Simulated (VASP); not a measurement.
Consider the following.

```xyz
3
Lattice="1.8172 -3.1476 0.0000 1.8172 3.1476 0.0000 0.0000 0.0000 5.7180" Properties=species:S:1:pos:R:3 pbc="T T T"
Zr     0.0000     0.0000     0.0000
S      1.8172     1.0492     1.4601
S      1.8172    -1.0492     4.2579
```

The numbers are results of PBE GGA with D3 dispersion (Becke-Johnson damping), VASP's PBE PAW potentials (set 64) (plane waves; VASP), not measurements. Numerical set-up: 520 eV cut-off, 8×8×5 Γ-centred mesh, tetrahedra with Blöchl corrections, potentials Zr_sv S.

Problem. Estimate the energy per atom (σ→0).

Solution. 
```
Item                            Value
---------------------  --------------
energy per atom (σ→0)  -7.485 eV/atom
```

Only differences to runs with the same potentials and settings are physical.

The compound is ZrS2 in the 1T layered structure. It was relaxed first.
